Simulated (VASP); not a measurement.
Output of a VASP run:

OSZICAR:
```
...
RMM:  16    -0.527672267305E+00   -0.21443E-05   -0.29824E-06 10182   0.316E-03    0.926E-05
RMM:  17    -0.527673408802E+00   -0.11415E-05   -0.16066E-06 10221   0.284E-03    0.101E-04
RMM:  18    -0.527674581732E+00   -0.11729E-05   -0.47931E-06 10058   0.263E-03    0.704E-05
RMM:  19    -0.527676474234E+00   -0.18925E-05   -0.27982E-06  9959   0.247E-03    0.273E-05
RMM:  20    -0.527676577622E+00   -0.10339E-06   -0.56496E-06 10093   0.232E-03    0.210E-05
RMM:  21    -0.527676778595E+00   -0.20097E-06   -0.26828E-06 10077   0.222E-03    0.395E-05
RMM:  22    -0.527676879425E+00   -0.10083E-06   -0.55281E-06 10080   0.213E-03    0.565E-05
RMM:  23    -0.527676444681E+00    0.43474E-06   -0.15472E-06  9962   0.206E-03    0.941E-05
RMM:  24    -0.527676449051E+00   -0.43696E-08   -0.21283E-06 10026   0.201E-03    0.106E-04
RMM:  25    -0.527676414228E+00    0.34823E-07   -0.23115E-06 10030   0.197E-03    0.125E-04
RMM:  26    -0.527676428064E+00   -0.13836E-07   -0.10276E-06 10049   0.194E-03    0.128E-04
RMM:  27    -0.527676481286E+00   -0.53222E-07   -0.28273E-06 10033   0.191E-03    0.138E-04
RMM:  28    -0.527676486234E+00   -0.49479E-08   -0.79077E-07 10059   0.189E-03    0.142E-04
 Linear response progress:
  Degree of freedom:   3/  3
       N       E                     dE             d eps       ncg     rms          rms(c)
RMM:   1    -0.218603334793E+00   -0.21860E+00    0.12175E+00  4563   0.800E+00
RMM:   2    -0.221118255533E+00   -0.25149E-02   -0.20269E-02  6352   0.418E-01    0.800E-02
RMM:   3    -0.221206617029E+00   -0.88361E-04   -0.22856E-03  6720   0.148E-01    0.512E-02
RMM:   4    -0.221270162832E+00   -0.63546E-04   -0.39838E-04  6900   0.689E-02    0.288E-02
RMM:   5    -0.221355378028E+00   -0.85215E-04   -0.15912E-04  7854   0.366E-02    0.111E-02
RMM:   6    -0.221343713145E+00    0.11665E-04   -0.55245E-05  7863   0.188E-02    0.548E-03
RMM:   7    -0.221348445110E+00   -0.47320E-05   -0.27663E-05  8546   0.113E-02    0.266E-03
RMM:   8    -0.221347006306E+00    0.14388E-05   -0.17412E-05  8817   0.715E-03    0.186E-03
RMM:   9    -0.221337935491E+00    0.90708E-05   -0.86562E-06  8636   0.497E-03    0.649E-04
RMM:  10    -0.221336145439E+00    0.17901E-05   -0.62471E-06  9152   0.359E-03    0.458E-04
RMM:  11    -0.221334233644E+00    0.19118E-05   -0.26697E-06  9227   0.274E-03    0.235E-04
RMM:  12    -0.221333062838E+00    0.11708E-05   -0.44044E-06  9278   0.221E-03    0.110E-04
RMM:  13    -0.221332928640E+00    0.13420E-06   -0.22127E-06  9261   0.189E-03    0.848E-05
RMM:  14    -0.221332788324E+00    0.14032E-06   -0.42508E-06  9324   0.166E-03    0.465E-05
RMM:  15    -0.221332388100E+00    0.40022E-06   -0.15434E-06  9368   0.149E-03    0.367E-05
RMM:  16    -0.221332617495E+00   -0.22939E-06   -0.35571E-06  9099   0.137E-03    0.382E-05
RMM:  17    -0.221331827740E+00    0.78975E-06   -0.15873E-06  8837   0.129E-03    0.362E-05
RMM:  18    -0.221332582541E+00   -0.75480E-06   -0.52681E-06  8853   0.122E-03    0.277E-05
RMM:  19    -0.221332151604E+00    0.43094E-06   -0.74351E-07  8947   0.117E-03    0.393E-05
RMM:  20    -0.221332665909E+00   -0.51431E-06   -0.41454E-06  8772   0.113E-03    0.662E-05
RMM:  21    -0.221332243991E+00    0.42192E-06   -0.19740E-07  8812   0.109E-03    0.708E-05
RMM:  22    -0.221332802014E+00   -0.55802E-06   -0.50230E-06  8703   0.107E-03    0.771E-05
RMM:  23    -0.221332106642E+00    0.69537E-06    0.98259E-07  8637   0.105E-03    0.743E-05
 Linear response finished
```

### OUTCAR
```
------------------------ aborting loop because EDIFF is reached ----------------------------------------

   1 f  =    6.016230 THz    37.801091 2PiTHz  200.679848 cm-1    24.881119 meV
             X         Y         Z           dx          dy          dz
      1.325416  0.000000  2.650832    -0.000000    0.213286    0.000000
      3.976248  0.000000  2.650832    -0.000000    0.213286    0.000000
      2.650832  3.976248  0.000000     0.297086   -0.000000    0.000000
      2.650832  1.325416  0.000000     0.297086   -0.000000    0.000000
      0.000000  2.650832  3.976248    -0.297086   -0.213286    0.000000
      0.000000  2.650832  1.325416    -0.297086   -0.213286   -0.000000
      0.000000  0.000000  0.000000    -0.391691    0.281205   -0.000000
      2.650832  2.650832  2.650832     0.391691   -0.281205   -0.000000

   2 f  =    6.016230 THz    37.801091 2PiTHz  200.679848 cm-1    24.881119 meV
             X         Y         Z           dx          dy          dz
      1.325416  0.000000  2.650832    -0.000000    0.297080    0.002339
      3.976248  0.000000  2.650832    -0.000000    0.297080    0.002339
      2.650832  3.976248  0.000000    -0.213281   -0.000000   -0.002339
      2.650832  1.325416  0.000000    -0.213281   -0.000000   -0.002339
      0.000000  2.650832  3.976248     0.213281   -0.297080   -0.000000
      0.000000  2.650832  1.325416     0.213281   -0.297080    0.000000
      0.000000  0.000000  0.000000     0.281199    0.391683   -0.003084
      2.650832  2.650832  2.650832    -0.281199   -0.391683    0.003084

   3 f  =    6.016230 THz    37.801091 2PiTHz  200.679848 cm-1    24.881119 meV
             X         Y         Z           dx          dy          dz
      1.325416  0.000000  2.650832    -0.000000    0.001900   -0.365712
      3.976248  0.000000  2.650832    -0.000000    0.001900   -0.365712
      2.650832  3.976248  0.000000    -0.001364    0.000000    0.365712
      2.650832  1.325416  0.000000    -0.001364   -0.000000    0.365712
      0.000000  2.650832  3.976248     0.001364   -0.001900   -0.000000
      0.000000  2.650832  1.325416     0.001364   -0.001900   -0.000000
      0.000000  0.000000  0.000000     0.001799    0.002505    0.482171
      2.650832  2.650832  2.650832    -0.001799   -0.002505   -0.482171

   4 f  =    5.789979 THz    36.379513 2PiTHz  193.132921 cm-1    23.945420 meV
             X         Y         Z           dx          dy          dz
      1.325416  0.000000  2.650832    -0.041732    0.307188    0.002265
      3.976248  0.000000  2.650832    -0.041732    0.307188    0.002265
      2.650832  3.976248  0.000000     0.141265   -0.090749    0.002265
      2.650832  1.325416  0.000000     0.141265   -0.090749    0.002265
      0.000000  2.650832  3.976248     0.141265    0.307188   -0.000669
      0.000000  2.650832  1.325416     0.141265    0.307188   -0.000669
      0.000000  0.000000  0.000000    -0.213595   -0.464475   -0.003425
      2.650832  2.650832  2.650832    -0.213595   -0.464475   -0.003425

   5 f  =    5.789979 THz    36.379513 2PiTHz  193.132921 cm-1    23.945420 meV
             X         Y         Z           dx          dy          dz
      1.325416  0.000000  2.650832    -0.090711   -0.141121   -0.011247
      3.976248  0.000000  2.650832    -0.090711   -0.141121   -0.011247
      2.650832  3.976248  0.000000     0.307056    0.041690   -0.011247
      2.650832  1.325416  0.000000     0.307056    0.041690   -0.011247
      0.000000  2.650832  3.976248     0.307056   -0.141121    0.003322
      0.000000  2.650832  1.325416     0.307056   -0.141121    0.003322
      0.000000  0.000000  0.000000    -0.464276    0.213379    0.017005
      2.650832  2.650832  2.650832    -0.464276    0.213379    0.017005

   6 f  =    5.789979 THz    36.379513 2PiTHz  193.132921 cm-1    23.945420 meV
             X         Y         Z           dx          dy          dz
      1.325416  0.000000  2.650832     0.002739    0.006756   -0.337926
      3.976248  0.000000  2.650832     0.002739    0.006756   -0.337926
      2.650832  3.976248  0.000000    -0.009272   -0.001996   -0.337926
      2.650832  1.325416  0.000000    -0.009272   -0.001996   -0.337926
      0.000000  2.650832  3.976248    -0.009272    0.006756    0.099830
      0.000000  2.650832  1.325416    -0.009272    0.006756    0.099830
      0.000000  0.000000  0.000000     0.014020   -0.010215    0.510951
      2.650832  2.650832  2.650832     0.014020   -0.010215    0.510951

   7 f  =    4.356094 THz    27.370145 2PiTHz  145.303651 cm-1    18.015349 meV
             X         Y         Z           dx          dy          dz
...
```
(Selected blocks of OUTCAR.)

POSCAR:
```
Nb3Sn
1
    5.3016640000     0.0000000000     0.0000000000
    0.0000000000     5.3016640000     0.0000000000
    0.0000000000     0.0000000000     5.3016640000
Nb Sn
6 2
Direct
  0.2500000000   0.0000000000   0.5000000000
  0.7500000000   0.0000000000   0.5000000000
  0.5000000000   0.7500000000   0.0000000000
  0.5000000000   0.2500000000   0.0000000000
  0.0000000000   0.5000000000   0.7500000000
  0.0000000000   0.5000000000   0.2500000000
  0.0000000000   0.0000000000   0.0000000000
  0.5000000000   0.5000000000   0.5000000000
```

Problem. Reconstruct the remaining input files.

Solution. This is not unique; one that fits is the input of the run itself, PBE GGA, plane waves, VASP's PBE PAW potentials (set 64).

### INCAR
```
SYSTEM = Nb3Sn
PREC = Accurate
ENCUT = 300
EDIFF = 1E-8
NELM = 100
ALGO = Normal
LREAL = .FALSE.
LASPH = .TRUE.
ISMEAR = 1
SIGMA = 0.1
GGA = PE
LMAXMIX = 4
LWAVE = .FALSE.
LCHARG = .FALSE.
ISIF = 2
LEPSILON = .FALSE.
IBRION = 8
NSW = 1
```

File KPOINTS:
```
kpoints
0
gamma
 4 4 4
0 0 0
```

POTCAR, in this order: Nb_sv Sn_d (PBE.64 set). Program: vasp_std.

The structure comes from a computed database's Nb3Sn entry; how it stands against other phases isn't given here. The cell was not relaxed at this level. The run is one of a series of settings (EDIFF = 1E-8, IBRION = 8, LEPSILON = .FALSE., NSW = 1 against the base run), some of them coarse on purpose.
